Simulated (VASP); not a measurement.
## ZnO: energy against strain

ZnO (wurtzite, P6_3mc, 11.857 Å³/atom and stress up to 0.19 GPa in the relaxed cell, c along z) under a strain ε along c (axis z), the other axes held. PBEsol in VASP (plane waves, PAW), 600 eV, 12×12×6 Γ-centred mesh, Gaussian smearing 0.05 eV; ions are relaxed, or left where forces stay under 0.02 eV/Å, within the symmetry of each cell.

Here s stands for strain and y for E less E0.

```
strain (%)  E less E0 (meV/atom)
----------  --------------------
-1.50                       2.02
-1.00                       0.95
-0.50                       0.27
0.00                        0.00
0.50                        0.14
1.00                        0.66
1.50                        1.58
3.00                           ?
```

Using a parabola, estimate the missing y at s = 3.00 from the other rows, showing the fit.

Least squares gives y = 0.004 - 0.1450·s + 0.7986·s². Residuals (row less fit): 0.002, 0.002, -0.006, -0.004, 0.009, 0.002, -0.003; standard error 0.006 (degrees of freedom: 4). Twice the quadratic coefficient over the volume, 2 × 0.7986 meV × 10⁴ × 0.1602 / 11.857 Å³, is the elastic constant C33 = 215.8 ± 0.7 GPa (± standard error of the fit, which holds the terms cut off). At the withheld row, y = 0.004 - 0.1450 × 3.0 + 0.7986 × 3.0² = 6.756 meV/atom. The calculation gives 6.69 meV/atom, 0.066 meV/atom below the prediction (1.0 % of the range of y in the table). The row lies outside the fitted rows, so this is an extrapolation. From the scatter of the fitted rows alone, a prediction at this place has a standard error of 0.024 meV/atom, so the miss is 2.8 times that.

A polynomial of degree 3 through the 12 other runs of the series gives 6.74 there. Rows are the converged runs of the series near zero and its far end, less any whose ions stayed unrelaxed beside relaxed ones; series whose fitted rows scatter by over a few per cent of the range, as at a crossing or softening among them, aren't shown in this form. Most that stay on the fit to the last digits aren't either.
